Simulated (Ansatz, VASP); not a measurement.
**SbOs in VASP and in Ansatz**

```
Os Sb
1.0
     0.00000    2.80121    2.80121
     2.80121    0.00000    2.80121
     2.80121    2.80121    0.00000
Os Sb
1 1
Direct
  0.50000 0.50000 0.50000
  0.00000 0.00000 0.00000
```

Alike in both runs: task single point; functional PBE; k mesh 12 × 12 × 12; occupations gaussian, width 0.05 eV; no spin polarisation.

|  | VASP | Ansatz |
| --- | --- | --- |
| version | VASP 6.6.1 | Ansatz 0.2.0 |
| potentials or method | VASP PAW PBE potentials, release 64 (Os, Sb) | scalar-relativistic, plane waves, PAW |
| plane-wave cutoff (eV) | 520 | 420 |
| valence electrons in the cell | 13 | 31 |

|  | VASP | Ansatz | Ansatz less VASP |
| --- | --- | --- | --- |
| gap on the k mesh at the Fermi level (eV) | none | none | - |
| pressure (GPa) | -11.6 | -11.4 | +0.22 |

A gap of «none» marks a metal or a gap that the smearing closes. The functional is the same, so the differences come from potentials, cutoffs and numerics. The two sets of potentials don't hold the same shells in valence.

The runs have no spin-orbit coupling, so splittings on Os, Sb are missing.
